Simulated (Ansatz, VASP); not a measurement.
## SbPd4: VASP beside Ansatz

```
CELL_PARAMETERS angstrom
-2.96452 2.96452 2.96452
2.96452 -2.96452 2.96452
2.96452 2.96452 -2.96452
ATOMIC_POSITIONS crystal
Sb 0.00000 0.00000 0.00000
Pd 0.50000 0.50000 0.50000
Pd 0.50000 0.00000 0.00000
Pd 0.00000 0.00000 0.50000
Pd 0.00000 0.50000 0.00000
```

Change from the starting cell: species swapped into the Hg4Pt type (Im-3m, No. 229).

Alike in both runs: functional PBE; k mesh 10 × 10 × 10; occupations gaussian, width 0.1 eV; no spin polarisation.

Ansatz relaxed the structure, and its values are those at the end. VASP's run is a single point on that final structure, the one shown.

|  | VASP | Ansatz |
| --- | --- | --- |
| version | VASP 6.6.1 | Ansatz 0.2.0 |
| potentials or method | VASP PAW PBE potentials, release 64 (Sb, Pd) | scalar-relativistic, plane waves, PAW |
| plane-wave cutoff (eV) | 520 | 420 |
| valence electrons in the cell | 45 | 87 |

|  | VASP | Ansatz | Ansatz less VASP |
| --- | --- | --- | --- |
| gap on the k mesh at the Fermi level (eV) | none | none | - |
| pressure (GPa) | -0.1 | 0.0 | +0.14 |

A gap of «none» marks a metal or a gap that the smearing closes. The two sets of potentials don't hold the same shells in valence.

Spin-orbit coupling is left out, which matters for the levels of Sb.
